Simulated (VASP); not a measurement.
Runs of VASP 6.6.1 on SrTiO3. Symmetry: Pm-3m, No. 221, cubic system. The conventional cell has a = 3.940 Å, b = 3.940 Å, c = 3.940 Å, α = 90.00°, β = 90.00°, γ = 90.00°. Sr (site symmetry m-3m) is surrounded by 12 O at 2.79 Å. Ti (site symmetry m-3m) has 6 O at 1.97 Å as nearest neighbours. O (site symmetry 4/mmm) has 2 Ti at 1.97 Å as nearest neighbours. 

```csv
task,level,spin,cell,k mesh,cutoff (eV),gap on the mesh (eV),pressure (GPa)
relaxation of cell and atoms,PBE,off,relaxed,8 × 8 × 8,600,1.81,-0.1
band structure,PBE,off,as given,8 × 8 × 8,520,1.81,0.1
band structure,PBE,"SOC, no magnetisation",as given,6 × 6 × 6,520,-,0.1
band structure,r2SCAN,off,as given,8 × 8 × 8,520,2.22,(a)
```

Alike in all rows: potentials or basis VASP PAW PBE potentials, release 64 (Sr_sv, Ti_sv, O); smearing gaussian 0.03 eV.

Q: Fill in the values left out.

A: (a) -3.7.

Caveats: the relaxation stopped at its first step, so nothing moved (some runs); the PAW data sets were made with another functional, which shifts forces and pressure a little (some runs).

A k mesh can miss the band edges, and rows without SOC leave out spin-orbit coupling on Sr.
